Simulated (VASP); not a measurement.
All values below come from PBEsol GGA, VASP's PBE PAW potentials (set 64) (plane waves; VASP).

The input files of a VASP run:

POSCAR:
```
Zn
1.0
  1.2315265493  -2.1330686686   0.0000000000
  1.2315265493   2.1330686686   0.0000000000
  0.0000000000   0.0000000000   4.1398080461
Zn
2
Cart
  1.2315265493   0.7110243116   1.0349520115
  1.2315265493  -0.7110243116   3.1048560346
```

**KPOINTS**
```
Regular mesh
0
G
 17 17 9
0 0 0
```

**INCAR**
```
# general
SYSTEM  = Zn
PREC    = Accurate
ENCUT   = 500
LREAL   = .False.
LASPH   = .True.   # aspherical one-centre terms

# electronic loop
EDIFF   = 1E-6   # SCF stop (eV)
NELM    = 100   # most electronic steps
ALGO    = Normal   # blocked Davidson
LMAXMIX = 4   # l cut-off of mixed one-centre charges

# smearing
ISMEAR  = 1
SIGMA   = 0.1

# functional
GGA     = PS

# ions
IBRION  = 2   # conjugate gradients
NSW     = 40   # most ionic steps
ISIF    = 3
EDIFFG  = -0.02   # ionic stop
PSTRESS = 450   # kbar

# output
LWAVE   = .False.
LCHARG  = .False.
```

POTCAR, in this order: Zn (PBE.64 set). Program: vasp_std.

Output

**OSZICAR**
```
       N       E                     dE             d eps       ncg     rms          rms(c)
DAV:   1     0.885772062765E+02    0.88577E+02   -0.12457E+04  5608   0.252E+03
DAV:   2    -0.861428880430E+00   -0.89439E+02   -0.88328E+02  5392   0.300E+02
DAV:   3    -0.301048573070E+01   -0.21491E+01   -0.21448E+01  6304   0.577E+01
DAV:   4    -0.301507130873E+01   -0.45856E-02   -0.45854E-02  6376   0.257E+00
DAV:   5    -0.301507595601E+01   -0.46473E-05   -0.46467E-05  6384   0.689E-02    0.915E+00
DAV:   6    -0.252664237859E+01    0.48843E+00   -0.18791E+00  5464   0.352E+01    0.566E+00
DAV:   7    -0.249044371360E+01    0.36199E-01   -0.67291E-02  6584   0.500E+00    0.269E+00
DAV:   8    -0.247663277542E+01    0.13811E-01   -0.23120E-03  7848   0.116E+00    0.589E-02
DAV:   9    -0.247659832430E+01    0.34451E-04   -0.26160E-04  7456   0.221E-01    0.198E-02
DAV:  10    -0.247659849711E+01   -0.17281E-06   -0.14323E-05  6600   0.491E-02    0.459E-03
DAV:  11    -0.247659841107E+01    0.86035E-07   -0.86473E-07  4336   0.897E-03
   1 F= 0.36322697E+01 E0= 0.36323783E+01  d E =0.363227E+01
```

### OUTCAR
```
------------------------ aborting loop because EDIFF is reached ----------------------------------------
  FORCE on cell =-STRESS in cart. coord.  units (eV):
  Direction    XX          YY          ZZ          XY          YZ          ZX
  --------------------------------------------------------------------------------------
  Total        6.1025772      6.1025893      6.1072753      0.0000000      0.0000000      0.0000000
  in kB      449.5365915    449.5374826    449.8826702      0.0000000      0.0000000      0.0000000
  external PRESSURE =      -0.3477519 kB  Pullay stress =     450.0000000 kB
  volume of cell :       21.75
      direct lattice vectors                 reciprocal lattice vectors
     1.231526549 -2.133068669  0.000000000     0.406000179 -0.234404081  0.000000000
     1.231526549  2.133068669  0.000000000     0.406000179  0.234404081  0.000000000
     0.000000000  0.000000000  4.139808046     0.000000000  0.000000000  0.241557094
 POSITION                                       TOTAL-FORCE (eV/Angst)
 -----------------------------------------------------------------------------------
      1.23153      0.71102      1.03495         0.000000     -0.000000      0.000000
      1.23153     -0.71102      3.10486        -0.000000      0.000000      0.000000
 -----------------------------------------------------------------------------------
    total drift:                                0.000000      0.000036      0.000005
  FREE ENERGIE OF THE ION-ELECTRON SYSTEM (eV)
  ---------------------------------------------------
  free  energy   TOTEN  =        -2.4765984111 eV

  energy  without entropy=       -2.4762725240  energy(sigma->0) =       -2.47648978
  enthalpy is  TOTEN    =         3.6322696703 eV   P V=        6.1088680813

 reached required accuracy - stopping structural energy minimisation
```
(Selected blocks of OUTCAR.)

The compound is Zn in the hcp structure. It was relaxed first under an external pressure of 45 GPa.
